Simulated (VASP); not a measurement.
A VASP calculation is set up with these files.

### INCAR
```
NELM = 100   ! most electronic steps
ALGO = Normal   ! blocked Davidson
LWAVE = .FALSE.
PREC = Accurate
ISMEAR = 1
ENCUT = 400
LCHARG = .FALSE.
LMAXMIX = 6   ! l cut-off of mixed one-centre charges
IBRION = 1   ! quasi-Newton
LREAL = .FALSE.
ISIF = 2   ! forces and stress, cell fixed
GGA = PS   ! PBEsol
SIGMA = 0.1
SYSTEM = PtTe2
NSW = 30   ! most ionic steps
EDIFF = 1E-8   ! SCF stop (eV)
LASPH = .TRUE.   ! aspherical one-centre terms
EDIFFG = -0.001   ! ionic stop
```

**POSCAR**
```
PtTe2
1
    2.0234584349    -3.5047324343    -0.0000000000
    2.0234584349     3.5047324343     0.0000000000
    0.0000000000     0.0000000000     5.1151904888
Te Pt
2 1
Direct
  0.3333330000   0.6666670000   0.2628340775
  0.6666670000   0.3333330000   0.7371659225
  0.0000000000   0.0000000000   0.0000000000
```

### KPOINTS
```
K-points
0
gamma
  8 8 6
```

POTCAR, in this order: Te Pt (PBE.64 set). Program: vasp_std.

### Question
Write an equivalent input for Ansatz.

### Answer
One equivalent input (not run):
Ansatz 0.2 input:
```yaml
crystal:
  lattice:
    - [2.0234584, -3.5047324, 0.0000000]
    - [2.0234584, 3.5047324, 0.0000000]
    - [0.0000000, 0.0000000, 5.1151905]
  atoms:
    - { symbol: Te, position: [0.3333330, 0.6666670, 0.2628341] }
    - { symbol: Te, position: [0.6666670, 0.3333330, 0.7371659] }
    - { symbol: Pt, position: [0.0000000, 0.0000000, 0.0000000] }
kpoints:
  mp_grid: { grid: [8, 8, 6] }
hamiltonian:
  xc: pbesol
  pseudopotentials: { kind: paw }
scf:
  occupations: { method: methfessel_paxton, width: 0.1 }
  max_iter: 100
relax:
  max_steps: 30
  f_tol: 0.001
output: { forces: true, stress: true, eigenvalues: true }
```
Limits of the translation: each code has its own PAW files, so the cut-off isn't converted (ENCUT is set for VASP's; basis.ecutwfc is left out, and Ansatz then takes the one that its files recommend); Ansatz stops its SCF on the density residual and VASP on the energy change (EDIFF).

The compound is PtTe2 in the 1T layered structure. This run relaxes the ions in a fixed cell. Symmetry was kept, so distortions that lower it aren't found. The start is the result of an earlier pass.
